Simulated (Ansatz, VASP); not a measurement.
## Two plane-wave programs on Ga3BAs4

```
CELL_PARAMETERS angstrom
5.50631 0.00000 0.00000
0.00000 5.50631 0.00000
0.00000 0.00000 5.50631
ATOMIC_POSITIONS crystal
Ga 0.00000 0.00000 0.50000
Ga 0.00000 0.50000 0.00000
Ga 0.50000 0.00000 0.00000
B 0.50000 0.50000 0.50000
As 0.72810 0.72810 0.72810
As 0.72810 0.27190 0.27190
As 0.27190 0.72810 0.27190
As 0.27190 0.27190 0.72810
```

Alike in both runs: functional PBE; k mesh 4 × 4 × 4; occupations gaussian, width 0.1 eV; no spin polarisation.

Ansatz relaxed the structure, and its values are those at the end. VASP's run is a single point on that final structure, the one shown.

|  | VASP | Ansatz |
| --- | --- | --- |
| version | VASP 6.6.1 | Ansatz 0.2.0 |
| potentials or method | VASP PAW PBE potentials, release 64 (Ga_d, B, As) | scalar-relativistic, plane waves, PAW |
| plane-wave cutoff (eV) | 520 | 420 |
| valence electrons in the cell | 62 | 102 |

|  | VASP | Ansatz | Ansatz less VASP |
| --- | --- | --- | --- |
| gap on the k mesh at the Fermi level (eV) | 0.54 | 0.54 | +0.002 |
| least direct gap on the mesh (eV) | 0.63 | 0.63 | -0.004 |
| pressure (GPa) | 0.4 | 0.2 | -0.20 |
| rms of the force components (eV/Å) | 0.020 | 0.023 | +0.0034 |

With one functional, cell and mesh, what is left measures potentials, basis and numerics. The two sets of potentials don't hold the same shells in valence.

A k mesh can miss the band edges. A hybrid or GW would open this gap; PBE tends to underestimate it.
